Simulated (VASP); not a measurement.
All values below come from PBE GGA, VASP's PBE PAW potentials (set 64) (plane waves; VASP).

VASP ran on this input.

POSCAR:
```
Cd
1
    1.4900000000    -2.5807560000     0.0000000000
    1.4900000000     2.5807560000     0.0000000000
    0.0000000000     0.0000000000     5.6200000000
Cd
2
Direct
  0.3333330000   0.6666670000   0.2500000000
  0.6666670000   0.3333330000   0.7500000000
```

INCAR:
```
LREAL = .FALSE.   ! projection in real space or not
AMIX = 0.05
BMIX = 1.0
LCHARG = .FALSE.
EDIFF = 1E-6
ISMEAR = 1   ! Methfessel-Paxton
LMAXMIX = 4
ENCUT = 400
LWAVE = .FALSE.
PREC = Accurate
IMIX = 4
SYSTEM = Cd
GGA = PE
LASPH = .TRUE.   ! aspherical one-centre terms
ALGO = Normal   ! blocked Davidson
ISIF = 2   ! forces and stress, cell fixed
SIGMA = 0.1   ! width (eV)
NELM = 100
```

KPOINTS:
```
Automatic mesh
0
G
13 13 6
```

POTCAR, in this order: Cd (PBE.64 set). Program: vasp_std.

Output of the run:

### OSZICAR
```
       N       E                     dE             d eps       ncg     rms          rms(c)
DAV:   1     0.142889992212E+03    0.14289E+03   -0.11745E+04  2696   0.124E+03
DAV:   2     0.125396620516E+01   -0.14164E+03   -0.13901E+03  2776   0.342E+02
DAV:   3    -0.157697041596E+01   -0.28309E+01   -0.28285E+01  3360   0.583E+01
DAV:   4    -0.157987500192E+01   -0.29046E-02   -0.29045E-02  3144   0.161E+00
DAV:   5    -0.157988323085E+01   -0.82289E-05   -0.82284E-05  3368   0.797E-02    0.461E+00
DAV:   6    -0.155835663670E+01    0.21527E-01   -0.58069E-03  3072   0.980E-01    0.445E+00
DAV:   7    -0.148022267380E+01    0.78134E-01   -0.54162E-01  2744   0.950E+00    0.354E+00
DAV:   8    -0.147952093735E+01    0.70174E-03   -0.69052E-03  2944   0.936E-01    0.494E+00
DAV:   9    -0.147611974712E+01    0.34012E-02   -0.22043E-02  2816   0.224E+00    0.220E-01
DAV:  10    -0.147608267172E+01    0.37075E-04   -0.11764E-04  3344   0.126E-01    0.137E-01
DAV:  11    -0.147608333605E+01   -0.66433E-06   -0.37890E-07  2184   0.721E-03
   1 F= -.14760833E+01 E0= -.14759136E+01  d E =-.509286E-03
```

OUTCAR:
```
------------------------ aborting loop because EDIFF is reached ----------------------------------------
  FORCE on cell =-STRESS in cart. coord.  units (eV):
  Direction    XX          YY          ZZ          XY          YZ          ZX
  --------------------------------------------------------------------------------------
  Total        0.7742972      0.7742974      0.2687312      0.0000000     -0.0000000      0.0000000
  in kB       28.7024345     28.7024411      9.9616014      0.0000000     -0.0000000      0.0000000
  external PRESSURE =      22.4554923 kB  Pullay stress =       0.0000000 kB
  volume of cell :       43.22
      direct lattice vectors                 reciprocal lattice vectors
     1.490000000 -2.580756000  0.000000000     0.335570470 -0.193741679  0.000000000
     1.490000000  2.580756000  0.000000000     0.335570470  0.193741679  0.000000000
     0.000000000  0.000000000  5.620000000     0.000000000  0.000000000  0.177935943
 POSITION                                       TOTAL-FORCE (eV/Angst)
 -----------------------------------------------------------------------------------
      1.49000      0.86025      1.40500        -0.000000     -0.000000      0.000000
      1.49000     -0.86025      4.21500         0.000000      0.000000      0.000000
 -----------------------------------------------------------------------------------
    total drift:                               -0.000000      0.000194      0.000001
  FREE ENERGIE OF THE ION-ELECTRON SYSTEM (eV)
  ---------------------------------------------------
  free  energy   TOTEN  =        -1.4760833361 eV

  energy  without entropy=       -1.4755740496  energy(sigma->0) =       -1.47591357
```
(Selected blocks of OUTCAR.)

**OUTCAR**
```
 val. band max:        2.9866971652   @ k =   0.3077   0.0000   0.0000

 cond. band min:       3.0036283370   @ k =   0.3846   0.0769   0.0000


 Fermi energy:         2.9978446824

 k-point     1 :       0.0000    0.0000    0.0000
  band No.  band energies     occupation
      1      -6.9251      2.00000
      2      -6.6594      2.00000
      3      -6.2954      2.00000
      4      -6.2954      2.00000
      5      -6.2441      2.00000
      6      -6.2441      2.00000
      7      -5.8944      2.00000
      8      -5.7765      2.00000
      9      -5.7765      2.00000
     10      -5.5261      2.00000
     11      -5.5261      2.00000
     12      -0.0673      2.00000
     13      -0.0658      2.00000
     14      13.5254      0.00000
     15      17.4268      0.00000
     16      17.8390      0.00000

 k-point     2 :       0.0769   -0.0000    0.0000
  band No.  band energies     occupation
      1      -6.8646      2.00000
      2      -6.6049      2.00000
      3      -6.3168      2.00000
      4      -6.2654      2.00000
      5      -6.2408      2.00000
      6      -6.1917      2.00000
      7      -5.8211      2.00000
      8      -5.7957      2.00000
      9      -5.7659      2.00000
     10      -5.6031      2.00000
     11      -5.5249      2.00000
     12       0.0205      2.00000
     13       0.1643      2.00000
     14      13.7189      0.00000
     15      15.4814      0.00000
     16      16.7125      0.00000

 k-point     3 :       0.1538    0.0000    0.0000
  band No.  band energies     occupation
      1      -6.7468      2.00000
      2      -6.5148      2.00000
      3      -6.3782      2.00000
      4      -6.2587      2.00000
      5      -6.0869      2.00000
      6      -6.0436      2.00000
      7      -5.9668      2.00000
      8      -5.8454      2.00000
      9      -5.7701      2.00000
     10      -5.5249      2.00000
     11      -5.3239      2.00000
     12       0.2979      2.00000
     13       0.8113      2.00000
...
```

The compound is Cd in the hcp structure. The cell was not relaxed at this level. The run is one of a series of settings (AMIX = 0.05, BMIX = 1.0, IMIX = 4 against the base run), some of them coarse on purpose.
